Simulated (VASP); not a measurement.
Write the native input for VASP 6.6.1 that does the following.

| Property | Result |
| --- | --- |
| Task | atomic charges |
| Functional | PBE |
| Dispersion | TS |
| Potentials or basis | VASP PAW PBE potentials, release 64 (N, Ge_d, Cl, H) |
| Cutoff | 520 eV |
| k mesh | 1 × 1 × 1 |
| Occupations | gaussian, width 0.01 eV |
| Spin | no spin polarisation |
| Further INCAR settings | ALGO = Normal; EDIFF = 1e-07 |

The structure of NGeClH4 lies in POSCAR:

```
GeH4NCl
1.0
   13.0000000000      0.0000000000      0.0000000000
    0.0000000000     12.0000000000      0.0000000000
    0.0000000000      0.0000000000     13.0000000000
N Ge Cl H
1 1 1 4
Direct
    0.4331115400      0.5942791700      0.4462730800
    0.5387115400      0.5515958300      0.5290346200
    0.5244500000      0.3801041700      0.5814423100
    0.3632653800      0.5952208300      0.4803576900
    0.4280346200      0.5525458300      0.3789653800
    0.5371269200      0.6233958300      0.6262653800
    0.6387346200      0.5564291700      0.4672038500
```

These files were run (other wordings do the same):

INCAR

```
SYSTEM = GeH4NCl
ALGO = Normal
EDIFF = 1E-7
ENCUT = 520
GGA = PE
ISIF = 2
ISMEAR = 0
IVDW = 2
LASPH = .TRUE.
LCHARG = .FALSE.
LORBIT = 11
LREAL = .FALSE.
LWAVE = .FALSE.
NELM = 60
PREC = Accurate
SIGMA = 0.01
```

KPOINTS

```
k-points
0
G
  1 1 1
  0 0 0
```

Potentials or basis: VASP PAW PBE potentials, release 64 (N, Ge_d, Cl, H).

The run is started by

```console
$ cat potpaw_PBE.64/N/POTCAR potpaw_PBE.64/Ge_d/POTCAR potpaw_PBE.64/Cl/POTCAR potpaw_PBE.64/H/POTCAR > POTCAR
$ mpirun -np 1 vasp_gam > vasp.out
```

It gave:

* Largest force: 0.349 eV/Å
* Gap between the frontier levels: 5.46 eV
* Valence electrons inside the program's atomic spheres: N 3.92; Ge 12.62; Cl 5.13; H 0.73, 0.56
* Hirshfeld charges: N -0.29; Ge +0.37; Cl -0.20; H +0.11, -0.05 e
* Dispersion energy per atom: -0.005 eV

It took 110 s on 1 thread of Intel(R) Xeon(R) 6975P-C (Granite Rapids) (shared host), peak memory 1.5 GiB.
